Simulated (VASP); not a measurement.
# TiTePbS with revPBE: from relaxation to properties

Wanted: the relaxed cell of TiTePbS and its properties. The steps: rough relaxation of the start cell, relaxing cell and atoms (revPBE), density, ELF and potential (revPBE), band structure (revPBE), total and projected DOS (revPBE), band structure (r2SCAN) and bands along the symmetry lines (HSE06). The cell is invented: it takes the structure of a Materials Project entry for TePb2S (space group 123 there), with some of its atoms replaced by other elements, volume scaled by an estimate. It may not be a known or stable phase.

Main program and level: VASP 6.6.1; revPBE, no spin polarisation; plane waves and PAW (Pb_d, Te, Ti_sv, S), in the first sound run; inputs show where later runs differ.

## Step 1: Set-up

Before any relaxation, the start is as follows. It takes space group P4/mmm (No. 123, tetragonal). The conventional cell has a = 4.190 Å, b = 4.190 Å, c = 5.947 Å, α = 90.00°, β = 90.00°, γ = 90.00°. Nearest to Pb lie 4 S at 2.96 Å and 2 Te at 2.97 Å. Nearest to Te lie 4 Ti at 2.96 Å and 2 Pb at 2.97 Å. Ti has 4 Te at 2.96 Å and 2 S at 2.97 Å nearest. Nearest to S lie 4 Pb at 2.96 Å and 2 Ti at 2.97 Å. It derives from TePb2S. it takes the structure of a Materials Project entry for TePb2S (space group 123 there), with some of its atoms replaced by other elements, volume scaled by an estimate. Farther neighbours and most contacts between anions are not listed.

As a file:

```
Pb Te Ti S
1.0
     4.18968    0.00000    0.00000
     0.00000    4.18968    0.00000
     0.00000    0.00000    5.94660
Pb Te Ti S
1 1 1 1
Direct
  0.50000 0.50000 0.50000
  0.50000 0.50000 0.00000
  0.00000 0.00000 0.00000
  0.00000 0.00000 0.50000
```

## Step 2: Rough relaxation of the start cell

The start is only an estimate, so a cheap relaxation brings it near a minimum before any careful run. revPBE by itself binds more weakly than PBE and expands cells; dispersion terms fitted to it are the larger for that.

INCAR

```
SYSTEM = TiTePbS
PREC = Normal
ENCUT = 400
EDIFF = 1E-05
NELM = 60
ISMEAR = 0
SIGMA = 0.05
LREAL = .FALSE.
ALGO = Fast
GGA = RE
NBANDS = 25
LORBIT = 11
LWAVE = .FALSE.
LCHARG = .FALSE.
KPAR = 2
IBRION = 2
NSW = 40
ISIF = 3
EDIFFG = -0.04
```

POSCAR

```
TiTePbS
1.0
    4.1896770000      0.0000000000      0.0000000000
    0.0000000000      4.1896770000      0.0000000000
    0.0000000000      0.0000000000      5.9465990000
Pb Te Ti S
1 1 1 1
Direct
    0.5000000000      0.5000000000      0.5000000000
    0.5000000000      0.5000000000      0.0000000000
    0.0000000000      0.0000000000      0.0000000000
    0.0000000000      0.0000000000      0.5000000000
```

KPOINTS

```
Automatic mesh
0
Gamma
4 4 3
0 0 0
```

Potentials, in the order of the species: Pb_d, Te, Ti_sv and S (PBE family, release 64).

On the command line:

```sh
mpirun -np 2 vasp_std
```

The program printed:

```text
[banner, memory and clock lines left out]
running    2 mpi-ranks, on    1 nodes
 distrk:  each k-point on    1 cores,    2 groups
 distr:  one band on    1 cores,    1 groups

 POSCAR found type information on POSCAR PbTeTiS
 POSCAR found :  4 types and       4 ions
|                                                                             |
|               ----> ADVICE to this user running VASP <----                  |
|                                                                             |
|     You enforced a specific xc type in the INCAR file but a different       |
|     [... a line on the potential file left out ...]
|     I HOPE YOU KNOW WHAT YOU ARE DOING!                                     |
|                                                                             |

 LDA part: xc-table for (Slater+PW92), standard interpolation
 POSCAR, INCAR and KPOINTS ok, starting setup
 FFT: planning ... GRIDC
 FFT: planning ... GRID_SOFT
 FFT: planning ... GRID
 WAVECAR not read
 entering main loop
       N       E                     dE             d eps       ncg     rms          rms(c)
DAV:   1     0.331901836660E+03    0.33190E+03   -0.15551E+04   600   0.129E+03
DAV:   2     0.149944266543E+02   -0.31691E+03   -0.31165E+03   618   0.375E+02
DAV:   3    -0.195463580059E+02   -0.34541E+02   -0.34053E+02   952   0.128E+02
DAV:   4    -0.208979442244E+02   -0.13516E+01   -0.13426E+01   822   0.231E+01
DAV:   5    -0.209540494271E+02   -0.56105E-01   -0.55952E-01   895   0.460E+00    0.130E+01
RMM:   6    -0.198668246169E+02    0.10872E+01   -0.22426E+01   707   0.232E+01    0.883E+00
RMM:   7    -0.184042548038E+02    0.14626E+01   -0.35817E+00   675   0.136E+01    0.347E+00
RMM:   8    -0.183680190720E+02    0.36236E-01   -0.74180E-01   780   0.438E+00    0.118E+00
RMM:   9    -0.184112144661E+02   -0.43195E-01   -0.43683E-01   838   0.295E+00    0.731E-01
RMM:  10    -0.184228117692E+02   -0.11597E-01   -0.11004E-01   843   0.178E+00    0.644E-01
RMM:  11    -0.184269443309E+02   -0.41326E-02   -0.91818E-02   896   0.102E+00    0.344E-01
RMM:  12    -0.184293232425E+02   -0.23789E-02   -0.32791E-02   914   0.686E-01    0.268E-01
RMM:  13    -0.184314243604E+02   -0.21011E-02   -0.25807E-02   886   0.476E-01    0.219E-01
RMM:  14    -0.184342237570E+02   -0.27994E-02   -0.12880E-02   797   0.544E-01    0.691E-01
RMM:  15    -0.184334847691E+02    0.73899E-03   -0.13116E-02   795   0.396E-01    0.171E-01
RMM:  16    -0.184340268597E+02   -0.54209E-03   -0.65533E-03   771   0.264E-01    0.692E-02
RMM:  17    -0.184344813843E+02   -0.45452E-03   -0.49946E-03   716   0.192E-01    0.689E-02
RMM:  18    -0.184347531731E+02   -0.27179E-03   -0.30469E-03   683   0.159E-01    0.744E-02
RMM:  19    -0.184349650655E+02   -0.21189E-03   -0.27327E-03   700   0.151E-01    0.936E-02
RMM:  20    -0.184351313735E+02   -0.16631E-03   -0.16727E-03   646   0.114E-01    0.121E-01
RMM:  21    -0.184352609022E+02   -0.12953E-03   -0.15233E-03   550   0.953E-02    0.129E-01
RMM:  22    -0.184353552646E+02   -0.94362E-04   -0.10060E-03   507   0.811E-02    0.137E-01
RMM:  23    -0.184354385120E+02   -0.83247E-04   -0.93612E-04   498   0.699E-02    0.142E-01
RMM:  24    -0.184354942813E+02   -0.55769E-04   -0.65653E-04   511   0.619E-02    0.144E-01
RMM:  25    -0.184355506956E+02   -0.56414E-04   -0.60523E-04   430   0.546E-02    0.148E-01
RMM:  26    -0.184355908161E+02   -0.40120E-04   -0.45805E-04   409   0.520E-02    0.150E-01
RMM:  27    -0.184356255381E+02   -0.34722E-04   -0.40789E-04   364   0.463E-02    0.152E-01
RMM:  28    -0.184356518181E+02   -0.26280E-04   -0.33525E-04   382   0.450E-02    0.152E-01
RMM:  29    -0.184356788797E+02   -0.27062E-04   -0.29466E-04   356   0.406E-02    0.154E-01
RMM:  30    -0.184356982287E+02   -0.19349E-04   -0.25078E-04   373   0.407E-02    0.153E-01
RMM:  31    -0.184357164810E+02   -0.18252E-04   -0.21584E-04   333   0.368E-02    0.154E-01
RMM:  32    -0.184357323381E+02   -0.15857E-04   -0.19342E-04   350   0.371E-02    0.154E-01
RMM:  33    -0.184357478794E+02   -0.15541E-04   -0.16478E-04   343   0.340E-02    0.155E-01
RMM:  34    -0.184357619301E+02   -0.14051E-04   -0.15610E-04   352   0.344E-02    0.156E-01
RMM:  35    -0.184357623315E+02   -0.40145E-06   -0.12351E-04   377   0.337E-02    0.154E-01
RMM:  36    -0.184357675301E+02   -0.51986E-05   -0.12198E-04   445   0.356E-02    0.153E-01
RMM:  37    -0.184357594114E+02    0.81187E-05   -0.99109E-05   451   0.337E-02
   1 F= -.18435759E+02 E0= -.18428610E+02  d E =-.184358E+02
 curvature:   0.00 expect dE= 0.000E+00 dE for cont linesearch  0.000E+00
 trial: gam= 0.00000 g(F)=  0.000E+00 g(S)=  0.626E-01 ort = 0.000E+00 (trialstep = 0.100E+01)
 search vector abs. value=  0.626E-01
 bond charge predicted
       N       E                     dE             d eps       ncg     rms          rms(c)
DAV:   1    -0.187550985976E+02   -0.31933E+00   -0.10965E+01   730   0.322E+01    0.334E+00
RMM:   2    -0.185814024679E+02    0.17370E+00   -0.61557E-01   671   0.712E+00    0.170E+00
RMM:   3    -0.185164555776E+02    0.64947E-01   -0.17315E-01   699   0.343E+00    0.147E+00
RMM:   4    -0.184721303993E+02    0.44325E-01   -0.12433E-01   677   0.291E+00    0.967E-01
RMM:   5    -0.184703328816E+02    0.17975E-02   -0.26765E-02   784   0.144E+00    0.505E-01
RMM:   6    -0.184712789413E+02   -0.94606E-03   -0.12101E-02   859   0.700E-01    0.384E-01
RMM:   7    -0.184713961618E+02   -0.11722E-03   -0.53071E-03   813   0.501E-01    0.340E-01
RMM:   8    -0.184711766651E+02    0.21950E-03   -0.26942E-03   830   0.298E-01    0.626E-02
RMM:   9    -0.184713866799E+02   -0.21001E-03   -0.21192E-03   825   0.172E-01    0.106E-01
RMM:  10    -0.184714409011E+02   -0.54221E-04   -0.99423E-04   675   0.122E-01    0.267E-02
RMM:  11    -0.184715107293E+02   -0.69828E-04   -0.76690E-04   568   0.831E-02    0.329E-02
RMM:  12    -0.184715454782E+02   -0.34749E-04   -0.44167E-04   555   0.723E-02    0.187E-02
RMM:  13    -0.184715731726E+02   -0.27694E-04   -0.32783E-04   509   0.611E-02    0.231E-03
RMM:  14    -0.184715920727E+02   -0.18900E-04   -0.21549E-04   475   0.491E-02    0.893E-03
RMM:  15    -0.184716061582E+02   -0.14085E-04   -0.16362E-04   413   0.408E-02    0.104E-02
RMM:  16    -0.184716146281E+02   -0.84699E-05   -0.10320E-04   393   0.352E-02    0.119E-02
RMM:  17    -0.184716217842E+02   -0.71561E-05   -0.85983E-05   403   0.317E-02
   2 F= -.18471622E+02 E0= -.18465180E+02  d E =-.358624E-01
[...]
3 F= -.18472136E+02 E0= -.18465837E+02  d E =-.363768E-01
 curvature:  -0.57 expect dE=-0.870E-03 dE for cont linesearch -0.533E-07
 trial: gam= 0.02326 g(F)=  0.000E+00 g(S)=  0.153E-02 ort = 0.766E-04 (trialstep = 0.103E+01)
 search vector abs. value=  0.157E-02
 bond charge predicted
       N       E                     dE             d eps       ncg     rms          rms(c)
DAV:   1    -0.184970010590E+02   -0.24869E-01   -0.53940E-01   726   0.900E+00    0.124E+00
RMM:   2    -0.185053648162E+02   -0.83638E-02   -0.15337E-01   675   0.302E+00    0.126E+00
RMM:   3    -0.184735902813E+02    0.31775E-01   -0.25098E-02   675   0.128E+00    0.235E-01
RMM:   4    -0.184728068868E+02    0.78339E-03   -0.10443E-02   721   0.752E-01    0.193E-01
RMM:   5    -0.184729387764E+02   -0.13189E-03   -0.25885E-03   780   0.375E-01    0.283E-01
RMM:   6    -0.184727344675E+02    0.20431E-03   -0.55858E-04   805   0.160E-01    0.119E-01
RMM:   7    -0.184727361704E+02   -0.17029E-05   -0.23014E-04   673   0.942E-02    0.708E-02
RMM:   8    -0.184727515725E+02   -0.15402E-04   -0.20760E-04   663   0.815E-02    0.147E-02
RMM:   9    -0.184727573638E+02   -0.57913E-05   -0.86363E-05   498   0.566E-02
   4 F= -.18472757E+02 E0= -.18466510E+02  d E =-.621186E-03
 trial-energy change:   -0.000621  1 .order   -0.000807   -0.001574   -0.000041
 step:   1.0535(harm=  1.0535)  dis= 0.00000  next Energy=   -18.472944 (dE=-0.808E-03)
 reached required accuracy - stopping structural energy minimisation
```

Wall time 45 s (2 MPI ranks of AMD EPYC 7R43, shared host); peak memory 0.24 GiB.

The logs omit lines about the potential files and the build; timing stands in the text.

OUTCAR, selected parts (step 2):

```text
ion  position               nearest neighbor table
   1  0.500  0.500  0.500-   4 2.96   4 2.96   4 2.96   4 2.96   2 2.97   2 2.97
   2  0.500  0.500  0.000-   3 2.96   3 2.96   3 2.96   3 2.96   1 2.97   1 2.97
   3  0.000  0.000  0.000-   2 2.96   2 2.96   2 2.96   2 2.96
   4  0.000  0.000  0.500-   1 2.96   1 2.96   1 2.96   1 2.96

  LATTYP: Found a simple tetragonal cell.
 ALAT       =     4.1896770000
 C/A-ratio  =     1.4193454531

 Subroutine GETGRP returns: Found 16 space group operations
 (whereof 16 operations were pure point group operations)

The static configuration has the point symmetry D_4h.

 Found     12 irreducible k-points:

   k-points           NKPTS =     12   k-points in BZ     NKDIM =     12   number of bands    NBANDS=     25

   dimension x,y,z NGX =    20 NGY =   20 NGZ =   30
   dimension x,y,z NGXF=    40 NGYF=   40 NGZF=   60

   ENCUT  =  400.0 eV  29.40 Ry    5.42 a.u.   6.83  6.83  9.70*2*pi/ulx,y,z

   NELECT =      38.0000    total number of electrons

 k-points in reciprocal lattice and weights: Automatic mesh
   0.00000000  0.00000000  0.00000000       0.021
   0.25000000  0.00000000  0.00000000       0.083
   0.50000000  0.00000000  0.00000000       0.042
   0.25000000  0.25000000  0.00000000       0.083
   0.50000000  0.25000000  0.00000000       0.083
   0.50000000  0.50000000  0.00000000       0.021
   0.00000000  0.00000000  0.33333333       0.042
   0.25000000  0.00000000  0.33333333       0.167
   0.50000000  0.00000000  0.33333333       0.083
   0.25000000  0.25000000  0.33333333       0.167
   0.50000000  0.25000000  0.33333333       0.167
   0.50000000  0.50000000  0.33333333       0.042

 average (electrostatic) potential at core
       1 -90.8551       2 -88.0979       3 -74.8027       4 -84.8601

 E-fermi :   7.2948

 k-point     1 :       0.0000    0.0000    0.0000
  band No.  band energies     occupation
    ...
     16       4.9873      2.00000
     17       5.2324      2.00000
     18       5.2324      2.00000
     19       6.0990      2.00000
     20       7.0992      2.00000
     21       7.3303      0.31464
     22       7.3303      0.31464
     23       7.5559      0.00000
     24       8.9302      0.00000
     25      11.4242      0.00000

 k-point     2 :       0.2500    0.0000    0.0000
  band No.  band energies     occupation
    ...
     15       3.7573      2.00000
     16       4.4510      2.00000
     17       4.6462      2.00000
     18       4.8570      2.00000
     19       6.9703      2.00000
     20       7.3805      0.01531
     21       7.5430      0.00000
     22       7.6082      0.00000
     23       8.4341      0.00000
     24       9.8578      0.00000
    ...

 k-point     3 :       0.5000    0.0000    0.0000
  band No.  band energies     occupation
    ...
     14       2.2836      2.00000
     15       3.7198      2.00000
     16       3.8275      2.00000
     17       4.7652      2.00000
     18       6.1060      2.00000
     19       7.4323      0.00010
     20       7.5804      0.00000
     21       7.7323      0.00000
     22       7.7568      0.00000
     23       7.9820      0.00000
    ...

  Total       -0.0238061     -0.0238061      0.0265950      0.0000000      0.0000000      0.0000000
  in kB       -0.3697839     -0.3697839      0.4131039      0.0000000      0.0000000      0.0000000
  external PRESSURE =      -0.1088213 kB  Pullay stress =       0.0000000 kB

  energy-cutoff  :      400.00
  volume of cell :      103.15
      direct lattice vectors                 reciprocal lattice vectors
     4.119907761  0.000000000  0.000000000     0.242723881 -0.000000000 -0.000000000
    -0.000000000  4.119907761 -0.000000000     0.000000000  0.242723881  0.000000000
     0.000000000  0.000000000  6.076809499    -0.000000000  0.000000000  0.164560038

 POSITION                                       TOTAL-FORCE (eV/Angst)
 -----------------------------------------------------------------------------------
      2.05995      2.05995      3.03840         0.000000      0.000000      0.000000
      2.05995      2.05995      0.00000        -0.000000      0.000000      0.000000
      0.00000      0.00000      0.00000        -0.000000      0.000000      0.000000
      0.00000      0.00000      3.03840        -0.000000      0.000000      0.000000
 -----------------------------------------------------------------------------------
    total drift:                               -0.000000      0.000000      0.000000

  FREE ENERGIE OF THE ION-ELECTRON SYSTEM (eV)
  ---------------------------------------------------
  free  energy   TOTEN  =       -18.4727573638 eV

  energy  without entropy=      -18.4602635493  energy(sigma->0) =      -18.46651046

 reached required accuracy - stopping structural energy minimisation

 total charge
# of ion       s       p       d       tot
------------------------------------------
    1        1.473   0.573   9.855  11.901
    2        1.348   2.063   0.050   3.462
    3        2.109   6.025   1.919  10.053
    4        1.348   2.337   0.000   3.685
--------------------------------------------------
tot          6.279  10.997  11.825  29.101

[... 3 further parts left out ...]
```

This run has no spin polarisation, although Ti can carry a moment. The k-mesh is coarse for a metal. LASPH is off, so gradient terms of the non-spherical density inside the spheres are left out; for open d or f shells this can shift gaps and moments. This relaxation is a rough one on cheap settings, only to bring the start near its minimum. The PAW data sets were made with PBE, which is usual practice but a small mismatch for other functionals. The run keeps the 16 symmetry operations of its start, so it cannot find a distortion of lower symmetry.

The steps of the relaxation:

```
step  energy less that of the first step (eV)  largest force (eV/Å)  pressure (GPa)  volume (Å³)
   1                                   0.0000                0.0000           -0.68       104.38
   2                                  -0.0359                0.0000            0.13       102.68
   3                                  -0.0364                0.0000            0.30       102.45
   4                                  -0.0370                0.0000           -0.01       103.15
```

```
conventional cell, symmetrised  before  after  change
                         a (Å)   4.190  4.120  -1.7 %
                         b (Å)   4.190  4.120  -1.7 %
                         c (Å)   5.947  6.077  +2.2 %
              volume (Å³/atom)   26.10  25.79  -1.2 %
```

The relaxed structure:

```xyz
4
Lattice="4.1199 0.0000 0.0000 0.0000 4.1199 0.0000 0.0000 0.0000 6.0768" Properties=species:S:1:pos:R:3 pbc="T T T"
Pb    2.0600    2.0600    3.0384
Te    2.0600    2.0600    0.0000
Ti    0.0000    0.0000    0.0000
S     0.0000    0.0000    3.0384
```

Numbers from this step:

* electrons: 38
* bands: 25
* irreducible k-points: 12
* symmetry operations: 16
* free energy (TOTEN): -18.47 eV
* energy at zero smearing: -18.47 eV
* Fermi energy: 7.295 eV
* pressure: -0.01088 GPa
* metallic: yes
* SCF cycles over all ionic steps: 72

It ends with forces that vanish by symmetry and a pressure of -0.01 GPa.

[end of part 1 of 5]

[Lines on the potential files, build, host, timing and source positions are cut from VASP's logs without a mark.]

[Logs are printed without paths, hosts, clocks, repeated set-up lines and the standing remarks that a program may print on its own settings, such as how far it seeks lower states.]

[Hosts, paths, dates, database ids (printed as entryN), source tags and the programs' standing remarks are cut or masked in the printed files.]

[A measured line is paired with the nearest computed mode of its activity, which favours agreement.]
